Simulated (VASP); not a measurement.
Input of a VASP 6.6.1 run:

INCAR

```
  PREC = Accurate
  ENCUT = 520
  EDIFF = 1E-7
  ISMEAR = -1
  SIGMA = 0.05
  LREAL = False
  LASPH = True
  NELM = 80
  ALGO = Normal
  ISIF = 2
  LWAVE = False
  LCHARG = False
  LDIPOL = True
  IDIPOL = 3
  DIPOL = 0.5 0.5 0.500
  GGA = PE
  NBANDS = 46
```

File KPOINTS:

```
Automatic mesh
0
Gamma
  8 8 1
```

POSCAR

```
CdS
1.0
    4.1347992034      0.0000000000      0.0000000000
   -2.0673996017      3.5808411497      0.0000000000
    0.0000000000      0.0000000000     25.8996350000
S Cd
4 4
Direct
    0.3333333333      0.6666666666      0.2895793705
    0.6666666667      0.3333333334      0.4198707820
    0.3333333333      0.6666666666      0.5501621934
    0.6666666667      0.3333333334      0.6804536048
    0.6666666667      0.3333333334      0.3195463952
    0.3333333333      0.6666666666      0.4498378066
    0.6666666667      0.3333333334      0.5801292180
    0.3333333333      0.6666666666      0.7104206295
```

Potentials or basis: VASP PAW PBE potentials, release 64 (S, Cd).

Command:

```bash
$ cat potpaw_PBE.64/S/POTCAR potpaw_PBE.64/Cd/POTCAR > POTCAR
$ mpirun -np 1 vasp_std > vasp.out
```

Problem. Estimate the band gap on the k mesh.

Solution. None (metal or under the smearing width).

Problem. Predict the largest force.

Solution. 0.629 eV/Å.

Forces on the atoms (eV/Å):
```
S    0.000  0.000 -0.049
S    0.000  0.000  0.347
S    0.000  0.000  0.279
S    0.000  0.000  0.629
Cd   0.000  0.000 -0.346
Cd   0.000  0.000 -0.315
Cd   0.000  0.000 -0.348
Cd   0.000  0.000 -0.197
```
